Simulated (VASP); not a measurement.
# Sn2C (R-3m) in VASP: a series of runs

Runs on Sn2C. Level: PBE. Tasks: relaxation of cell and atoms.

All numbers are computed with VASP 6.6.1; they aren't measurements. Logs are shortened: lines on timing, memory, paths and dates and some standing lists are left out, and cuts for length are marked.

## (1) The structure

It takes space group R-3m (No. 166, trigonal). The conventional cell has a = 3.458 Å, b = 3.458 Å, c = 17.532 Å, α = 90.00°, β = 90.00°, γ = 120.00°. Around Sn (site symmetry 3m) lie 3 C at 2.42 Å. C (site symmetry -3m) has 6 Sn at 2.42 Å as nearest neighbours.

The cell was built by a generator and needn't be a form met in nature.

## (2) Relaxation of cell and atoms, PBE

INCAR

```
SYSTEM = Sn2C
  PREC = Accurate
  ENCUT = 520
  EDIFF = 1E-6
  ISMEAR = 0
  SIGMA = 0.1
  LREAL = .FALSE.
  LASPH = .TRUE.
  NELM = 120
  ALGO = Normal
  ISIF = 3
  LWAVE = .FALSE.
  LCHARG = .FALSE.
  GGA = PE
  IBRION = 2
  NSW = 90
  EDIFFG = -0.01
  KPAR = 4
```

KPOINTS

```
Automatic mesh
0
G
  12 12 12
  0 0 0
```

POSCAR

```
Sn2C
1.0
    1.7288450200      0.9981491400      5.8440000000
   -1.7288450200      0.9981491400      5.8440000000
    0.0000000000     -1.9962982700      5.8440000000
Sn C
2 1
Direct
    0.7444672600      0.7444672600      0.7444672600
    0.2555327400      0.2555327400      0.2555327400
    0.0000000000      0.0000000000      0.0000000000
```

Potentials or basis: VASP PAW PBE potentials, release 64 (Sn_d, C).

Run with:

```bash
$ cat potpaw_PBE.64/Sn_d/POTCAR potpaw_PBE.64/C/POTCAR > POTCAR
$ mpirun -np 4 vasp_std > vasp.out
```

OUTCAR:

```text
SYSTEM = Sn2C
   PREC = Accurate
   ENCUT = 520
   EDIFF = 1E-6
   ISMEAR = 0
   LREAL = .FALSE.
   LASPH = .TRUE.
   NELM = 120
   ISIF = 3
   GGA = PE
   IBRION = 2
   NSW = 90
   EDIFFG = -0.01

 ion  position               nearest neighbor table
   1  0.744  0.744  0.744-   3 2.42   3 2.42   3 2.42   2 3.38   2 3.38   2 3.38   2 3.70   2 3.70
                             2 3.70
   2  0.256  0.256  0.256-   3 2.42   3 2.42   3 2.42   1 3.38   1 3.38   1 3.38   1 3.70   1 3.70
                             1 3.70
   3  0.000  0.000  0.000-   1 2.42   2 2.42   1 2.42   1 2.42   2 2.42   2 2.42

  LATTYP: Found a trigonal (rhomboedric) cell.
 ALAT       =     6.1755601211
 COS(alpha) =     0.8432565457

  Lattice vectors:

 A1 = (   1.7288450200,   0.9981491400,   5.8440000000)
 A2 = (  -1.7288450200,   0.9981491400,   5.8440000000)
 A3 = (   0.0000000000,  -1.9962982700,   5.8440000000)

Analysis of symmetry for initial positions (statically):
=====================================================================
 Subroutine PRICEL returns:
 Original cell was already a primitive cell.

 Routine SETGRP: Setting up the symmetry group for a
 trigonal (rhombohedral) supercell.

 Subroutine GETGRP returns: Found 12 space group operations
 (whereof 12 operations were pure point group operations)
 out of a pool of 12 trial point group operations.

The static configuration has the point symmetry D_3d.

Analysis of symmetry for dynamics (positions and initial velocities):
=====================================================================
 Subroutine PRICEL returns:
 Original cell was already a primitive cell.

 Routine SETGRP: Setting up the symmetry group for a
 trigonal (rhombohedral) supercell.

 Subroutine GETGRP returns: Found 12 space group operations
 (whereof 12 operations were pure point group operations)
 out of a pool of 12 trial point group operations.

The dynamic configuration has the point symmetry D_3d.

 Subroutine INISYM returns: Found 12 space group operations
 (whereof 12 operations are pure point group operations),
 and found     1 'primitive' translations

----------------------------------------------------------------------------------------

                                     Primitive cell

  volume of cell :      60.5080

  direct lattice vectors                    reciprocal lattice vectors
     1.728845020  0.998149140  5.844000000     0.289210423  0.166975716  0.057038558
[... 99 lines left out ...]
   NELECT =      32.0000    total number of electrons
   NUPDOWN=      -1.0000    fix difference up-down
   EMIN   =  10.00;   EMAX   =-10.00  energy-range for DOS
   EFERMI =   0.00;   METHOD = LEGACY
   ISMEAR =     0;   SIGMA  =   0.10  broadening in eV -4-tet -1-fermi 0-gaus
   EFERMI_NEDOS =   21; number of points for ismear=-14 and -15
   IALGO  =     38    algorithm
   IMIX   =      4    mixing-type and parameters
     AMIX     =   0.40;   BMIX     =  1.00
     AMIX_MAG =   1.60;   BMIX_MAG =  1.00
  volume/ion in A,a.u.               =      20.17       136.11
  Fermi-wavevector in a.u.,A,eV,Ry     =   1.323896  2.501800 23.846936  1.752700
  Thomas-Fermi vector in A             =   2.453470
   LORBIT       =      0    0 simple, 1 ext, 2 COOP (PROOUT), +10 PAW based schemes
   GGA     = PE    functional components
   LHFCALC =     F    Hartree Fock is set to
   AEXX    =    0.0000 exact exchange contribution
   IVDW    =     0    specifies the selected vdW correction
   LEPSILON=     F    determine dielectric tensor
   LRPA    =     F    only Hartree local field effects (RPA)
 conjugate gradient relaxation of ions
 non-spin polarized calculation
 Gauss-broadening in eV      SIGMA  =   0.10
  energy-cutoff  :      520.00
  volume of cell :       60.51
 maximum number of plane-waves:      1654
 NGX is ok and might be reduce to    48
   NGX = 23   NGY = 23   NGZ = 23

--------------------------------------- Ionic step        1  -------------------------------------------

 number of electron      32.0000003 magnetization

 Free energy of the ion-electron system (eV)
  ---------------------------------------------------
  ext. energy  EPLUGINS =         0.00000000
  ---------------------------------------------------
  free energy    TOTEN  =       -14.32924264 eV

  energy without entropy =      -14.32524116  energy(sigma->0) =      -14.32724190

------------------------ aborting loop because EDIFF is reached ----------------------------------------

  FORCE on cell =-STRESS in cart. coord.  units (eV):
  Direction    XX          YY          ZZ          XY          YZ          ZX
  --------------------------------------------------------------------------------------
  -------------------------------------------------------------------------------------
  Total        0.0340487      0.0340487      0.0596397      0.0000000      0.0000000      0.0000000
  in kB        0.9015686      0.9015686      1.5791846      0.0000000      0.0000000      0.0000000
  external PRESSURE =       1.1274406 kB  Pullay stress =       0.0000000 kB
[... 98 lines left out ...]
--------------------------------------- Ionic step        4  -------------------------------------------

 number of electron      32.0000004 magnetization

 Free energy of the ion-electron system (eV)
  ---------------------------------------------------
  ext. energy  EPLUGINS =         0.00000000
  ---------------------------------------------------
  free energy    TOTEN  =       -14.32929076 eV

  energy without entropy =      -14.32528476  energy(sigma->0) =      -14.32728776

 E-fermi :   8.1612     XC(G=0): -10.5658

 val. band max:        8.1289127653   @ k =  -0.4167   0.1667   0.0000
 cond. band min:       8.1675177992   @ k =   0.4167   0.1667   0.1667
 fundamental gap:      0.0386050339
 Fermi energy:         8.1612289293

 k-point     1 :       0.0000    0.0000    0.0000
  band No.  band energies     occupation
      1     -13.4724      2.00000
      2     -13.4724      2.00000
      3     -13.4546      2.00000
      4     -13.4546      2.00000
      5     -13.4316      2.00000
      6     -13.4308      2.00000
[... 541 lines left out ...]
     19      11.5485      0.00000
     20      12.8689      0.00000

 [... further k-points ...]

------------------------ aborting loop because EDIFF is reached ----------------------------------------

  FORCE on cell =-STRESS in cart. coord.  units (eV):
  Direction    XX          YY          ZZ          XY          YZ          ZX
  --------------------------------------------------------------------------------------
  -------------------------------------------------------------------------------------
  Total       -0.0147298     -0.0147298     -0.0284019      0.0000000     -0.0000000      0.0000000
  in kB       -0.3895701     -0.3895701     -0.7511699      0.0000000     -0.0000000      0.0000000
  external PRESSURE =      -0.5101034 kB  Pullay stress =       0.0000000 kB
[... 18 lines left out ...]
  FREE ENERGIE OF THE ION-ELECTRON SYSTEM (eV)
  ---------------------------------------------------
  free  energy   TOTEN  =       -14.3292907621 eV

  energy  without entropy=      -14.3252847605  energy(sigma->0) =      -14.32728776

 reached required accuracy - stopping structural energy minimisation
```

CONTCAR:

```text
Sn2C
   1.00000000000000
     1.7293835751448523    0.9984600749597602    5.8471887351135798
    -1.7293835751448523    0.9984600749597602    5.8471887351135798
    -0.0000000000000000   -1.9969201399109489    5.8471887351126473
  Sn              C
     2     1
Direct
     0.7445228790017943    0.7445228790017943    0.7445228790017941
     0.2554771209982057    0.2554771209982057    0.2554771209982059
     0.0000000000000000    0.0000000000000000    0.0000000000000000

  0.00000000E+00  0.00000000E+00  0.00000000E+00
  0.00000000E+00  0.00000000E+00  0.00000000E+00
  0.00000000E+00  0.00000000E+00  0.00000000E+00
```

Run time: 2.4 min. Hardware: 4 MPI ranks of Intel Xeon 6975P-C (Granite Rapids), shared host; peak memory 0.47 GiB.

Results:

- Free energy: -14.3293 eV
- Relaxed volume: 20.19 Å³/atom
- Relaxed cell: a = 6.179 Å, b = 6.179 Å, c = 6.179 Å, α = 32.51°, β = 32.51°, γ = 32.51°
- Space group after relaxing (to 0.05 Å): R-3m (No. 166)
- Energy gained by relaxing: 0.0 meV/atom
- Ionic steps: 4
- Pressure after relaxing: -0.1 GPa
- Largest force after relaxing: 0.007 eV/Å
- Band gap on the k mesh: none (metal or under the smearing width)

Forces on the atoms (eV/Å):
```
Sn   0.000  0.000  0.007
Sn   0.000  0.000 -0.007
C    0.000  0.000  0.000
```

Final structure:
```
Sn C
1.0
     1.72938    0.99846    5.84719
    -1.72938    0.99846    5.84719
     0.00000   -1.99692    5.84719
Sn C
2 1
Direct
  0.74452 0.74452 0.74452
  0.25548 0.25548 0.25548
  0.00000 0.00000 0.00000
```

## (3) Relaxation of cell and atoms, PBE

INCAR, as its differences from that of step 2:

```diff
@@ -3,3 +3,3 @@
   ENCUT = 520
-  EDIFF = 1E-6
+  EDIFF = 1E-7
   ISMEAR = 0
@@ -15,4 +15,5 @@
   IBRION = 2
-  NSW = 90
-  EDIFFG = -0.01
+  NSW = 60
+  EDIFFG = -0.005
+  POTIM = 0.3
   KPAR = 4
```

KPOINTS is that of step 2.

POSCAR

```
Sn2C                                    
1.0
    1.7293835751      0.9984600750      5.8471887351
   -1.7293835751      0.9984600750      5.8471887351
   -0.0000000000     -1.9969201399      5.8471887351
  Sn              C             
     2     1
Direct
     0.7445228790017943    0.7445228790017943    0.7445228790017941
     0.2554771209982057    0.2554771209982057    0.2554771209982059
     0.0000000000000000    0.0000000000000000    0.0000000000000000
```

Potentials or basis: VASP PAW PBE potentials, release 64 (Sn_d, C).

Run with:

```bash
$ cat potpaw_PBE.64/Sn_d/POTCAR potpaw_PBE.64/C/POTCAR > POTCAR
$ mpirun -np 4 vasp_std > vasp.out
```

It took 5.1 min on 4 MPI ranks of Intel Xeon 6975P-C (Granite Rapids), shared host; peak memory 0.51 GiB.

It converged, with:

```
Free energy                            : -14.3294 eV
Relaxed volume                         : 20.13 Å³/atom
Relaxed cell                           : a = 6.162 Å, b = 6.162 Å, c = 6.162 Å, α = 32.59°, β = 32.59°, γ = 32.59°
Space group after relaxing (to 0.05 Å) : R-3m (No. 166)
Energy gained by relaxing              : 0.0 meV/atom
Ionic steps                            : 9
Pressure after relaxing                : 0.0 GPa
Band gap on the k mesh                 : none (metal or under the smearing width)
```

Forces in eV/Å, atoms in the order of the input:
```
Sn   0.000  0.000 -0.003
Sn   0.000  0.000  0.003
C    0.000  0.000  0.000
```

Final structure:
```cif
data_structure
_symmetry_space_group_name_H-M 'P 1'
_symmetry_Int_Tables_number 1
_cell_length_a 6.1619
_cell_length_b 6.1619
_cell_length_c 6.1619
_cell_angle_alpha 32.595
_cell_angle_beta 32.595
_cell_angle_gamma 32.595
_cell_volume 60.38
loop_
_atom_site_label
_atom_site_type_symbol
_atom_site_fract_x
_atom_site_fract_y
_atom_site_fract_z
_atom_site_occupancy
Sn1 Sn 0.74479 0.74479 0.74479 1
Sn2 Sn 0.25521 0.25521 0.25521 1
C1 C 0.00000 0.00000 0.00000 1
```

Levels at points of the mesh, in eV from the Fermi level:
```csv
k point,band 13,band 14,band 15,band 16,band 17,band 18,band 19,band 20
"(0.00, 0.00, 0.00)",-6.60,-0.79,-0.79,1.35,1.51,4.72,4.72,7.84
"(0.50, 0.00, 0.00)",-5.10,-4.60,-2.37,-1.15,-0.54,1.65,2.98,3.19
"(0.50, 0.50, 0.00)",-5.16,-4.89,-2.48,-1.23,-0.67,3.77,4.13,4.52
"(0.50, 0.50, 0.50)",-3.30,-1.98,-0.81,-0.81,2.86,5.05,5.05,5.69
```
